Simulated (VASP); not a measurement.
Consider the following.

```xyz
2
Lattice="4.2090 0.0000 0.0000 0.0000 4.2090 0.0000 0.0000 0.0000 4.2090" Properties=species:S:1:pos:R:3 pbc="T T T"
Cs     0.0000     0.0000     0.0000
Cl     2.1045     2.1045     2.1045
```

The numbers are results of PBE GGA, VASP's PBE PAW potentials (set 64) (plane waves; VASP), not measurements. Run with 480 eV cut-off, 6×6×6 Γ-centred mesh, Gaussian smearing of 0.050 eV, potentials Cs_sv Cl.

Energy and stress use the plane-wave basis of the starting cell.

### Question
The ions, cell shape and volume at an external pressure of 2.0 GPa are relaxed. Predict the relaxed structure.

### Answer

```xyz
2
Lattice="4.0621 0.0000 0.0000 0.0000 4.0621 0.0000 0.0000 0.0000 4.0621" Properties=species:S:1:pos:R:3 pbc="T T T"
Cs     0.0000     0.0000     0.0000
Cl     2.0310     2.0310     2.0310
```
Space group Pm-3m (221), at a tolerance of 0.03 Å.

### Question
How do energy and volume change from the first to the last step?

### Answer
The energy (σ→0) changes by +20.8 meV/atom and the volume by -10.1 %, in 4 ionic steps.

| step | E(σ→0) (eV) | max force (eV/Å) | pressure (GPa) | volume (Å³) |
|---|---|---|---|---|
| 1 | -6.5412 | 0.000 | -0.03 | 74.57 |
| 2 | -6.5248 | 0.000 | 1.17 | 69.59 |
| 3 | -6.5019 | 0.000 | 1.94 | 67.21 |
| 4 | -6.4996 | 0.000 | 2.00 | 67.03 |

The compound is CsCl in the CsCl type structure. This run relaxes it under an external pressure of 2 GPa. Symmetry was kept, so distortions that lower it aren't found.
